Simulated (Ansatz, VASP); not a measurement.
# Cross-check of Ir between VASP and Ansatz, part 2 of 2

One calculation is typed for both programs; each brings its own data sets. How far apart do they land? The cell is taken from a series of runs on this material, whose earlier steps may have relaxed, scaled, displaced or heated it; both programs get it as it stands.

VASP 6.6.1 and Ansatz 0.2.0.

So far: Starting point; VASP: relaxation of cell and atoms, PBEsol.

## Step 3: Ansatz: relaxation of cell and atoms, PBEsol

Level of this step: Ansatz beside VASP: Kohn-Sham DFT, plane waves, PBEsol (Ansatz).

Ansatz runs on its PAW soft_1 files.

The same cell, functional, mesh and smearing now go to Ansatz.

Contents of input.yaml:

```yaml
crystal:
  lattice:
    - [0.0, 3.84, 3.84]
    - [3.84, 0.0, 3.84]
    - [3.84, 3.84, 0.0]
  atoms:
    - { symbol: Ir, position: [0.0, 0.0, 0.0] }
    - { symbol: Ir, position: [0.0, 0.0, 0.5] }
    - { symbol: Ir, position: [0.0, 0.5, 0.0] }
    - { symbol: Ir, position: [0.0, 0.5, 0.5] }
    - { symbol: Ir, position: [0.5, 0.0, 0.0] }
    - { symbol: Ir, position: [0.5, 0.0, 0.5] }
    - { symbol: Ir, position: [0.5, 0.5, 1.0] }
    - { symbol: Ir, position: [0.5, 0.5, 0.5] }
kpoints:
  mp_grid: { grid: [8, 8, 8] }
scf:
  occupations: { method: fermi_dirac, width: 0.05 }
hamiltonian:
  xc: pbesol
  pseudopotentials: { kind: paw, azcp: { folder: soft_1 }, xc_functional: pbe }
basis:
  ecutwfc: 600
output:
  forces: true
  stress: true
relax:
  f_tol: 0.005
  max_steps: 70
  cell: { stress_tol: 0.02, p_target: 0 }
```

On the command line:

```console
$ ansatz run input.yaml --threads 4 --pin off --max-ram 10240MiB --backend cpu --events-out ev --progress --plain --runs-dir out
```

Numbers of over 12 decimals in the logs are rounded to 6 here.

The log of the run:

```text
Engine: ansatz 0.2.0, aarch64-unknown-linux-gnu
Pseudopotentials: kind: paw
Pseudopotential: Ir, paw, valence charge 17, recommended cutoff 420 eV (normal), soft_1/Ir.paw.azcp
Functional definition: PBEsol
  exchange = pbesol_x
  correlation = pbesol_c
Crystal: 8 atoms, lattice volume = 113.246 Å³
Basis set: ecut = 600 eV, 3767 PW (Γ), exchange–correlation on 90×90×90 points (8 copies of the dense FFT grid, shifted against one another)
Bands: 82, of which v1, the nominal top of the filled ones, is band 68 counted from 1 (67 counted from 0)
Symmetry: 384 space group operations
Space group: Fm-3m (ITA 225), of the structure as read, at distance tolerance 4.8e-5 Å
k-points: 29 of 512
Non-local potential: Ir, projectors of the file, l = 0: 3, l = 1: 2, l = 2: 2, l = 3: 1
PAW form: soft (Blöchl's): semilocal exchange-correlation on the pseudo side does not see the compensation charge
PAW frozen core: Ir, regenerated for the run's functional, and the local potential with it (the file was generated under x = pbe(κ = 0.804, μ = 0.219515), c = pbe(β = 0.066725))
PAW one-centre angular grid: Ir, 590 points (default); XC on 64 Gauss nodes
Initial density: superposition of atomic densities (chi_scale 0.1, normalization cell)
Initial wavefunctions: pseudopotential atomic-orbital guess
Functional: x = pbesol(κ = 0.804, μ = 0.123457), c = pbesol(β = 0.046)
SCF iter   1: F=—  HF=-94404.343954 eV  |F-HF|=—  |Δ(HF+E_count)|=         —  Δρ=5.24e-2  dr2=2.35e0  ethr=3.10e-3  ⟨swp⟩=5.4  Hψ=7586  notcnv=0  defer=20
preconditioner: auto → Kerker (q_TF=auto, 2.813 Å⁻¹)  [metal: Δε(μ)=0.036 eV  Ē_g=7.290 eV  σ=0.050 eV  W_gap=0.18  n_scr=50 (ndim 8)  ℏωp=29.6 eV  f_vac=0.000  D(μ)=10.88/eV (n_scr^D=136)]
SCF iter   2: F=—  HF=-94403.737694 eV  |F-HF|=—  |Δ(HF+E_count)|=   6.06e-1  Δρ=2.83e-2  dr2=6.60e-1  ethr=1.73e-3  ⟨swp⟩=2.0  Hψ=3053  notcnv=0  defer=73
SCF iter   3: F=—  HF=-94403.517659 eV  |F-HF|=—  |Δ(HF+E_count)|=   2.20e-1  Δρ=3.22e-3  dr2=4.18e-3  ethr=4.86e-4  ⟨swp⟩=2.0  Hψ=3631  notcnv=0  defer=73
SCF iter   4: F=—  HF=-94403.518590 eV  |F-HF|=—  |Δ(HF+E_count)|=   9.31e-4  Δρ=4.66e-4  dr2=2.46e-4  ethr=3.08e-6  ⟨swp⟩=2.3  Hψ=3993  notcnv=0  defer=73
SCF iter   5: F=—  HF=-94403.518536 eV  |F-HF|=—  |Δ(HF+E_count)|=   5.40e-5  Δρ=9.55e-5  dr2=5.31e-6  ethr=1.81e-7  ⟨swp⟩=2.7  Hψ=4175  notcnv=0  defer=73
SCF iter   6: F=—  HF=-94403.518679 eV  |F-HF|=—  |Δ(HF+E_count)|=   1.44e-4  Δρ=1.84e-5  dr2=2.73e-7  ethr=3.90e-9  ⟨swp⟩=2.2  Hψ=4059  notcnv=0  defer=73
SCF iter   7: F=-94403.518679 eV  HF=-94403.518679 eV  |F-HF|=1.60e-9  |Δ(HF+E_count)|=   2.83e-8  Δρ=2.43e-6  dr2=4.96e-9  ethr=7.35e-11  ⟨swp⟩=4.0  Hψ=6854  notcnv=0
SCF 1 converged in 7 iterations: F = -94403.518679 eV  dr2 = 4.96e-9
  greatest PAW one-centre occupation: 1.000 electrons in one spin orbital (limit 2), on the Ir atom at site 7 (counted from 0), in its partial waves of l = 0
relax step   1: F+E_penalty+E_count = -94403.51867934 eV  Δ(F+E_penalty+E_count) = +0.000e0 eV  max|allowed force component| = 7.490e-29 eV/Å  Δτ_max = 0.0000 Å  P = -2.677 GPa  Ω = 113.246 Å³  (7 SCF iters, dr2 threshold 1.00e-7 eV, accepted)
[...]
relax step   3: F+E_penalty+E_count = -94403.52542727 eV  Δ(F+E_penalty+E_count) = -6.748e-3 eV  max|allowed force component| = 7.044e-29 eV/Å  Δτ_max = 0.0000 Å  P = -0.080 GPa  Ω = 112.473 Å³  energy of the carried Pulay correction = +4.816e-5 eV  (7 SCF iters, accepted)
[...]
relax step   4: F+E_penalty+E_count = -94403.52543462 eV  Δ(F+E_penalty+E_count) = -7.355e-6 eV  max|allowed force component| = 1.146e-28 eV/Å  Δτ_max = 0.0000 Å  P = +0.001 GPa  Ω = 112.449 Å³  energy of the carried Pulay correction = +4.965e-5 eV  (7 SCF iters, accepted)
[...]
relax step   5: F+E_penalty+E_count = -94403.52538524 eV  Δ(F+E_penalty+E_count) = +4.938e-5 eV  max|allowed force component| = 4.772e-29 eV/Å  Δτ_max = 0.0000 Å  P = +0.001 GPa  Ω = 112.449 Å³  stress off target by 1.20e-3 GPa  SCF on the basis re-selected at this cell (its energy is not comparable with the rows above)  (8 SCF iters)
basis re-selected at this cell: Δ(F+E_penalty+E_count) = +4.938e-5 eV, ΔP = +0.000 GPa vs the last step (what re-selecting the basis moved, of the pressure what is left beyond the Pulay correction that the steps carried, after the strain that the cell walked since its last selection, with what the two solves' SCF thresholds leave and, on support functions, any second-order correction that the steps lacked; it is no m [...]
SCF converged after 8 iterations
Free energy (F): -94403.525385 eV
Harris-Foulkes:  -94403.525385 eV  (|F-HF|=2.91e-11)
Internal energy: -94403.443854 eV  (E = F + TS)
E sigma→0 (E₀):  -94403.484620 eV
Entropy (-TS):   -0.081531 eV (-10.191 meV/atom)
Fermi energy:    25.841334 eV
--- Per-component energies (eV) ---
  E_band       = -662.651502
  E_kinetic    = 4324.566539
  E_local      = -8741.739780  (includes V_loc(G=0)·N_el)
  E_nonlocal   = 1544.099922
  E_hartree    = 3263.819992
  E_xc         = -1834.980026
  E_vxc        = -2054.611465  (∫ρ·V_xc dr)
  E_paw        = -73039.591108  (= ΣΔE_a)
  E_vpaw       = -2262.607665  (= ΣTr[D̂ρ^β])
  E_aug_tail   = 0.000961  (compensation charges beyond the density's cutoff)
  E_ewald      = -19921.743139
  E_core_change = 2.122785  (= ΣΔE_core)
  E_smearing   = -0.081531  (= −TS)
  E_closure    = 0.000000  (closes the sum)
  Σ components = -94403.525385   (vs F -94403.525385, Δ=0.00e0)
--- Forces (eV/Å), atoms counted from 1 ---
  atom   1  Ir     0.00000000    -0.00000000     0.00000000
  atom   2  Ir     0.00000000    -0.00000000     0.00000000
  atom   3  Ir     0.00000000     0.00000000     0.00000000
  atom   4  Ir     0.00000000     0.00000000    -0.00000000
  atom   5  Ir     0.00000000     0.00000000     0.00000000
  atom   6  Ir     0.00000000     0.00000000     0.00000000
  atom   7  Ir     0.00000000     0.00000000    -0.00000000
  atom   8  Ir     0.00000000     0.00000000     0.00000000
  max |Σ_I F_I| component: 2.27e-28 eV/Å
--- Stress (GPa, compression-positive) ---
        0.001201       0.000000       0.000000
        0.000000       0.001201       0.000000
        0.000000       0.000000       0.001201
  P = ⅓ Tr σ = 0.0012 GPa (0.012 kbar)
--- Relaxed structure (4 steps of the walk, 3 accepted, 1 SCFs on fresh bases) ---
  F+E_penalty+E_count = -94403.52538524 eV   max|allowed force component| = 4.772e-29 eV/Å   (the final SCF, on the basis selected at the relaxed cell)
  cell:  # Å, volume = 112.4490 Å³
    - [0, 3.830968, 3.830968]
    - [3.830968, 0, 3.830968]
    - [3.830968, 3.830968, 0]
  atoms:
    - { symbol: Ir, position: [0, 0, 0] }
    - { symbol: Ir, position: [0, 0, 0.5] }
    - { symbol: Ir, position: [0.0, 0.5, 0.0] }
    - { symbol: Ir, position: [0.0, 0.5, 0.5] }
    - { symbol: Ir, position: [0.5, 0.0, 0.0] }
    - { symbol: Ir, position: [0.5, 0.0, 0.5] }
    - { symbol: Ir, position: [0.5, 0.5, 1.0] }
    - { symbol: Ir, position: [0.5, 0.5, 0.5] }
```

## Step 4: Comparison

Known differences besides the potentials themselves: the data sets hold 136 valence electrons in Ansatz (on its PAW soft_1 files) and 72 in VASP; the cutoff is 600 eV in Ansatz and 500 eV in VASP; Ansatz makes its cores anew for this functional, VASP keeps those of its PBE data sets; Ansatz adds a Pulay correction to the stress that steers its cell, VASP none. Total energies have different zeros and are not compared.

Compared:

```
                                         quantity  Ansatz    VASP  difference
                                      volume (Å³)  112.45  112.76     -0.27 %
edge a after relaxation, in the typed setting (Å)   5.418   5.423     -0.09 %
```

## Step 5: Outcome

```json
{
 "difference in volume (relaxation of cell and atoms, PBEsol)": "-0.27 %"
}
```

What this shows: The difference in volume is -0.27 % (relaxation of cell and atoms, PBEsol), within the 1.2 % picked in this series as the mark of a large difference, as far as the stopping tolerances let one tell. The data sets hold unlike numbers of valence electrons (136 in Ansatz and 72 in VASP), so part of the differences comes from the potentials. Such differences can come from data sets, numerical settings and the points named under the comparisons, not from the functional's error against experiment.

[Lines on the potential files, build, host, timing and source positions are cut from VASP's logs without a mark.]

[Logs are printed without paths, hosts, clocks, repeated set-up lines and the standing remarks that a program may print on its own settings, such as how far it seeks lower states.]

[Hosts, paths, dates, database ids (printed as entryN), source tags and the programs' standing remarks are cut or masked in the printed files.]
